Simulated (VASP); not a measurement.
VASP input:

File POSCAR:
```
Zn
1
    1.3093486997    -2.2678588864     0.0000000000
    1.3093486997     2.2678588864     0.0000000000
    0.0000000000     0.0000000000     4.6017416707
Zn
2
Direct
  0.3333330000   0.6666670000   0.2500000000
  0.6666670000   0.3333330000   0.7500000000
```

### KPOINTS
```
K-points
0
gamma
  16 16 8
```

INCAR:
```
LREAL  =  .False.   # projection in real space or not
SIGMA  =  0.1
NELM  =  100   # most electronic steps
LMAXMIX  =  4   # l cut-off of mixed one-centre charges
ISIF  =  4
NSW  =  30   # most ionic steps
LASPH  =  .True.   # aspherical one-centre terms
LCHARG  =  .False.
PREC  =  Accurate
SYSTEM  =  Zn
ALGO  =  Normal   # blocked Davidson
EDIFFG  =  -0.01   # ionic stop
ENCUT  =  520
IBRION  =  2   # conjugate gradients
LWAVE  =  .False.
EDIFF  =  1E-7
ISMEAR  =  1
GGA  =  PS
```

POTCAR, in this order: Zn (PBE.64 set). Program: vasp_std.

Translate this PBEsol calculation to Quantum ESPRESSO's pw.x.

One equivalent input (not run):
```
&CONTROL
  calculation = 'vc-relax'
  pseudo_dir = './pseudo'
  outdir = './out'
  tprnfor = .true.
  tstress = .true.
  nstep = 30
  forc_conv_thr = 0.00039
/
&SYSTEM
  ibrav = 0
  nat = 2
  ntyp = 1
  ecutwfc = 84
  occupations = 'smearing'
  smearing = 'methfessel-paxton'
  degauss = 0.00735
  input_dft = 'pbesol'
/
&ELECTRONS
  conv_thr = 7.3e-09
  electron_maxstep = 100
/
&IONS
/
&CELL
  cell_dofree = 'shape'
/
ATOMIC_SPECIES
  Zn 65.380 Zn.upf
CELL_PARAMETERS angstrom
     1.3093487   -2.2678589    0.0000000
     1.3093487    2.2678589    0.0000000
     0.0000000    0.0000000    4.6017417
ATOMIC_POSITIONS crystal
  Zn   0.3333330  0.6666670  0.2500000
  Zn   0.6666670  0.3333330  0.7500000
K_POINTS automatic
  16 16 8 0 0 0
```
Limits of the translation: the potentials are each code's own (VASP's PAW set, PseudoDojo norm-conserving files in pw.x), so ENCUT and ecutwfc are chosen apart and not converted; conv_thr bounds pw.x's estimated SCF error, while EDIFF bounds the energy change between steps; forc_conv_thr acts on force components and is met together with etot_conv_thr.

The compound is Zn in the hcp structure. This cell is one point of a volume scan, at 0.97 of the reference volume. Symmetry was kept, so distortions that lower it aren't found.
